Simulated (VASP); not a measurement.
All values below come from revPBE GGA, VASP's PBE PAW potentials (set 64) (plane waves; VASP 6.6.1).

Input for VASP

KPOINTS:
```
Automatic mesh
0
Gamma
13 13 13
0 0 0
```

### INCAR
```
ALGO = Normal
EDIFF = 1E-7
EDIFFG = -0.01
ENCUT = 520
GGA = RE
IBRION = 2
ISIF = 4
ISMEAR = 1
LASPH = T
LCHARG = F
LMAXMIX = 4
LREAL = F
LWAVE = F
NELM = 100
NSW = 30
PREC = Accurate
SIGMA = 0.1
SYSTEM = MoSi2
```

**POSCAR**
```
MoSi2
1
   -1.6293682531     1.6293682531     3.9864464291
    1.6293682531    -1.6293682531     3.9864464291
    1.6293682531     1.6293682531    -3.9864464291
Si Mo
2 1
Direct
  0.6649699049   0.6649699049   0.0000000000
  0.3350300951   0.3350300951   0.0000000000
  0.0000000000   0.0000000000   0.0000000000
```

POTCAR, in this order: Si Mo_sv (PBE.64 set). Program: vasp_std.

The resulting files:

**OUTCAR**
```
 ion  position               nearest neighbor table
   1  0.665  0.665  0.000-   2 2.63   3 2.65   3 2.65   3 2.65   3 2.65   3 2.67   2 2.67   2 2.67
                             2 2.67   2 2.67
   2  0.335  0.335  0.000-   1 2.63   3 2.65   3 2.65   3 2.65   3 2.65   3 2.67   1 2.67   1 2.67
                             1 2.67   1 2.67
   3  0.000  0.000  0.000-   1 2.65   1 2.65   2 2.65   1 2.65   2 2.65   2 2.65   1 2.65   2 2.65
                             1 2.67   2 2.67
  LATTYP: Found a body centered tetragonal cell.
 ALAT       =     3.2587365062
 C/A-ratio  =     2.4466209045
 Subroutine PRICEL returns:
 Original cell was already a primitive cell.
 Subroutine GETGRP returns: Found 16 space group operations
The static configuration has the point symmetry D_4h.
The dynamic configuration has the point symmetry D_4h.
 Subroutine INISYM returns: Found 16 space group operations
 Subroutine IBZKPT returns following result:
 Found    196 irreducible k-points:

 Following reciprocal coordinates:
            Coordinates               Weight
  0.000000  0.000000  0.000000      1.000000
  0.076923  0.000000  0.000000      8.000000
  0.153846  0.000000  0.000000      8.000000
  0.230769  0.000000  0.000000      8.000000
  0.307692  0.000000  0.000000      8.000000
  0.384615 -0.000000  0.000000      8.000000
  0.461538 -0.000000  0.000000      8.000000
  0.076923  0.076923  0.000000      8.000000
  0.153846  0.076923  0.000000     16.000000
  0.230769  0.076923  0.000000     16.000000
  0.307692  0.076923  0.000000     16.000000
  0.384615  0.076923  0.000000     16.000000
  0.461538  0.076923  0.000000     16.000000
 -0.461538  0.076923 -0.000000     16.000000
 -0.384615  0.076923 -0.000000     16.000000
 -0.307692  0.076923 -0.000000     16.000000
 -0.230769  0.076923  0.000000     16.000000
 -0.153846  0.076923 -0.000000     16.000000
 -0.076923  0.076923  0.000000      4.000000
  0.153846  0.153846  0.000000      8.000000
  0.230769  0.153846  0.000000     16.000000
  0.307692  0.153846  0.000000     16.000000
  0.384615  0.153846  0.000000     16.000000
  0.461538  0.153846  0.000000     16.000000
 -0.461538  0.153846  0.000000     16.000000
 -0.384615  0.153846 -0.000000     16.000000
 -0.307692  0.153846  0.000000     16.000000
 -0.230769  0.153846 -0.000000     16.000000
 -0.153846  0.153846  0.000000      4.000000
  0.230769  0.230769  0.000000      8.000000
  0.307692  0.230769  0.000000     16.000000
  0.384615  0.230769  0.000000     16.000000
  0.461538  0.230769  0.000000     16.000000
 -0.461538  0.230769 -0.000000     16.000000
 -0.384615  0.230769 -0.000000     16.000000
 -0.307692  0.230769  0.000000     16.000000
 -0.230769  0.230769  0.000000      4.000000
  0.307692  0.307692  0.000000      8.000000
  0.384615  0.307692 -0.000000     16.000000
  0.461538  0.307692  0.000000     16.000000
   k-points           NKPTS =    196   k-points in BZ     NKDIM =    196   number of bands    NBANDS=     15
   number of dos      NEDOS =    301   number of ions     NIONS =      3
   total plane-waves  NPLWV =  46656
   dimension x,y,z NGX =    36 NGY =   36 NGZ =   36
   dimension x,y,z NGXF=    72 NGYF=   72 NGZF=   72
   ions per type =               2   1
   PREC   = accura    normal or accurate (medium, high low for compatibility)
   ISTART =      0    job   : 0-new  1-cont  2-samecut
   ICHARG =      2    charge: 1-file 2-atom 10-const
   ISPIN  =      1    spin polarized calculation?
   LNONCOLLINEAR =      F non collinear calculations
   LSORBIT =      F    spin-orbit coupling
   INIWAV =      1    electr: 0-lowe 1-rand  2-diag
   ENCUT  =  520.0 eV  38.22 Ry    6.18 a.u.   8.56  8.56  8.56*2*pi/ulx,y,z
...
```

OSZICAR:
```
       N       E                     dE             d eps       ncg     rms          rms(c)
DAV:   1     0.123576434025E+03    0.12358E+03   -0.11461E+04  5880   0.138E+03
DAV:   2    -0.201114300496E+02   -0.14369E+03   -0.14201E+03  7189   0.336E+02
DAV:   3    -0.232124431439E+02   -0.31010E+01   -0.30357E+01  8023   0.442E+01
DAV:   4    -0.232296491935E+02   -0.17206E-01   -0.17197E-01  6602   0.372E+00
DAV:   5    -0.232298156217E+02   -0.16643E-03   -0.16642E-03  8072   0.336E-01    0.191E+01
DAV:   6    -0.224971016471E+02    0.73271E+00   -0.82264E+00  6902   0.190E+01    0.438E+00
DAV:   7    -0.223487457785E+02    0.14836E+00   -0.13581E+00  6653   0.722E+00    0.404E+00
DAV:   8    -0.223133861114E+02    0.35360E-01   -0.13357E-01  6902   0.306E+00    0.444E-01
DAV:   9    -0.223127667451E+02    0.61937E-03   -0.26116E-03  7392   0.470E-01    0.274E-01
DAV:  10    -0.223127700321E+02   -0.32871E-05   -0.94326E-04  7168   0.283E-01    0.665E-02
DAV:  11    -0.223127457380E+02    0.24294E-04   -0.41812E-04  6874   0.158E-01    0.449E-02
DAV:  12    -0.223127383962E+02    0.73417E-05   -0.34692E-05  6736   0.427E-02    0.127E-02
DAV:  13    -0.223127377242E+02    0.67203E-06   -0.23303E-06  7791   0.885E-03    0.168E-03
DAV:  14    -0.223127375671E+02    0.15710E-06   -0.15935E-07  4217   0.286E-03    0.963E-04
DAV:  15    -0.223127375308E+02    0.36308E-07   -0.10033E-08  3164   0.688E-04
   1 F= -.22312738E+02 E0= -.22312678E+02  d E =-.223127E+02
       N       E                     dE             d eps       ncg     rms          rms(c)
DAV:   1    -0.223142427718E+02   -0.15052E-02   -0.50212E-02  6132   0.216E+00    0.197E-01
DAV:   2    -0.223133226633E+02    0.92011E-03   -0.17256E-03  7483   0.344E-01    0.988E-02
DAV:   3    -0.223130738153E+02    0.24885E-03   -0.74453E-04  7560   0.216E-01    0.353E-02
DAV:   4    -0.223130663562E+02    0.74591E-05   -0.53169E-05  6699   0.535E-02    0.130E-02
DAV:   5    -0.223130655679E+02    0.78827E-06   -0.28135E-06  7105   0.111E-02    0.613E-03
DAV:   6    -0.223130654917E+02    0.76187E-07   -0.47814E-07  7294   0.462E-03
   2 F= -.22313065E+02 E0= -.22312978E+02  d E =-.327961E-03
       N       E                     dE             d eps       ncg     rms          rms(c)
DAV:   1    -0.223131186526E+02   -0.53085E-04   -0.15771E-03  6160   0.383E-01    0.349E-02
DAV:   2    -0.223130894842E+02    0.29168E-04   -0.54997E-05  7483   0.609E-02    0.175E-02
DAV:   3    -0.223130813692E+02    0.81150E-05   -0.23356E-05  7546   0.383E-02    0.632E-03
DAV:   4    -0.223130811165E+02    0.25269E-06   -0.17293E-06  6699   0.969E-03    0.228E-03
DAV:   5    -0.223130810966E+02    0.19896E-07   -0.85629E-08  3472   0.199E-03
   3 F= -.22313081E+02 E0= -.22312999E+02  d E =-.343566E-03
       N       E                     dE             d eps       ncg     rms          rms(c)
DAV:   1    -0.223131574496E+02   -0.76333E-04   -0.28070E-03  6888   0.458E-01    0.385E-02
DAV:   2    -0.223131214580E+02    0.35992E-04   -0.10562E-04  7147   0.792E-02    0.198E-02
DAV:   3    -0.223131123407E+02    0.91173E-05   -0.26275E-05  7266   0.393E-02    0.737E-03
DAV:   4    -0.223131115151E+02    0.82567E-06   -0.38618E-06  7308   0.146E-02    0.282E-03
DAV:   5    -0.223131115162E+02   -0.11278E-08   -0.22043E-07  5721   0.306E-03
   4 F= -.22313112E+02 E0= -.22313027E+02  d E =-.304195E-04
```

**OUTCAR**
```
------------------------ aborting loop because EDIFF is reached ----------------------------------------
  FORCE on cell =-STRESS in cart. coord.  units (eV):
  Direction    XX          YY          ZZ          XY          YZ          ZX
  --------------------------------------------------------------------------------------
  Total       -1.4679089     -1.4679089     -1.4636731      0.0000000     -0.0000000      0.0000000
  in kB      -55.5552699    -55.5552699    -55.3949583      0.0000000     -0.0000000      0.0000000
  external PRESSURE =     -55.5018327 kB  Pullay stress =       0.0000000 kB
  volume of cell :       42.33
      direct lattice vectors                 reciprocal lattice vectors
    -1.630491894  1.630491894  3.980953867     0.000000000  0.306655925  0.125598039
     1.630491894 -1.630491894  3.980953867     0.306655925  0.000000000  0.125598039
     1.630491894  1.630491894 -3.980953867     0.306655925  0.306655925  0.000000000
 POSITION                                       TOTAL-FORCE (eV/Angst)
 -----------------------------------------------------------------------------------
      0.00000      0.00000      5.29082         0.000000      0.000000     -0.000918
      1.63049      1.63049     -1.30987         0.000000      0.000000      0.000918
      1.63049      1.63049      3.98095        -0.000000     -0.000000     -0.000000
 -----------------------------------------------------------------------------------
    total drift:                                0.000000     -0.000000      0.000000
  FREE ENERGIE OF THE ION-ELECTRON SYSTEM (eV)
  ---------------------------------------------------
  free  energy   TOTEN  =       -22.3131115162 eV

  energy  without entropy=      -22.3128576378  energy(sigma->0) =      -22.31302689

 reached required accuracy - stopping structural energy minimisation
```
(Selected blocks of OUTCAR.)

CONTCAR:
```
MoSi2
   1.00000000000000
    -1.6304918935418076    1.6304918935418076    3.9809538670130320
     1.6304918935418076   -1.6304918935418076    3.9809538670130320
     1.6304918935418076    1.6304918935418076   -3.9809538670130320
  Si              Mo
     2     1
Direct
     0.6645168225550420    0.6645168225550420    0.0000000000000000
     0.3354831774449579    0.3354831774449579    1.0000000000000000
     1.0000000000000000    1.0000000000000000    1.0000000000000000
```

The compound is MoSi2 in the MoSi2 type structure. This cell is one point of a volume scan, at 1.03 of the reference volume. Symmetry was kept, so distortions that lower it aren't found.
